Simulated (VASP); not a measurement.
Calculation: r2SCAN meta-GGA, VASP's PBE PAW potentials (set 64) (plane waves; VASP).

A VASP calculation is set up with these files.

**INCAR**
```
# general
SYSTEM  = Si2W
PREC    = Accurate
ENCUT   = 400
LREAL   = F   # projection in real space or not
LASPH   = T

# electronic loop
EDIFF   = 1E-6
NELM    = 100
ALGO    = Normal
LMAXMIX = 6
LMIXTAU = T

# smearing
ISMEAR  = 0
SIGMA   = 0.05   # width (eV)

# functional
METAGGA = R2SCAN

# ions
IBRION  = 2
NSW     = 60
ISIF    = 3
EDIFFG  = -0.02

# output
LWAVE   = F
LCHARG  = F
```

### KPOINTS
```
K-points
0
gamma
  5 5 3
```

**POSCAR**
```
Si2W
1
    4.5779565311    -0.0000000102     0.0000000000
   -2.2889777833     3.9646267749    -0.0000000000
   -0.0000000000     0.0000000000     6.6041733767
W Si
3 6
Direct
  0.5000000000   0.0000000000   0.0000000000
  0.5000000000   0.5000000000   0.3333330000
  0.0000000000   0.5000000000   0.6666670000
  0.1641234751   0.3282469502   0.0000000000
  0.8358765249   0.1641234751   0.3333330000
  0.6717530498   0.8358765249   0.6666670000
  0.8358765249   0.6717530498   0.0000000000
  0.1641234751   0.8358765249   0.3333330000
  0.3282469502   0.1641234751   0.6666670000
```

POTCAR, in this order: W_sv Si (PBE.64 set). Program: vasp_std.

Problem. What does the run give for the energy per atom (σ→0), volume per atom?

Solution. 
```yaml
energy per atom (σ→0): -23.200 eV/atom
volume_per_atom: 13.35 Å^3/atom
```

**OSZICAR**
```
...
DAV:   5    -0.208803305012E+03   -0.11824E-04   -0.21075E-05   978   0.314E-02    0.117E-02
DAV:   6    -0.208803297845E+03    0.71664E-05   -0.71927E-06   812   0.166E-02    0.488E-03
DAV:   7    -0.208803306303E+03   -0.84575E-05   -0.11595E-06   523   0.746E-03    0.213E-03
DAV:   8    -0.208803301996E+03    0.43068E-05   -0.27381E-07   453   0.349E-03    0.501E-04
DAV:   9    -0.208803304142E+03   -0.21460E-05   -0.28475E-08   446   0.124E-03    0.482E-04
DAV:  10    -0.208803302749E+03    0.13926E-05   -0.11676E-08   432   0.852E-04    0.809E-05
DAV:  11    -0.208803303207E+03   -0.45727E-06   -0.31126E-09   432   0.418E-04
   4 F= -.20880330E+03 E0= -.20880330E+03  d E =-.413749E-03
```

The structure was generated: Si2W was put into the CrSi2 type (P6_222), which need not be its known phase. This run relaxes it. Symmetry was kept, so distortions that lower it aren't found. The start is the result of an earlier pass.
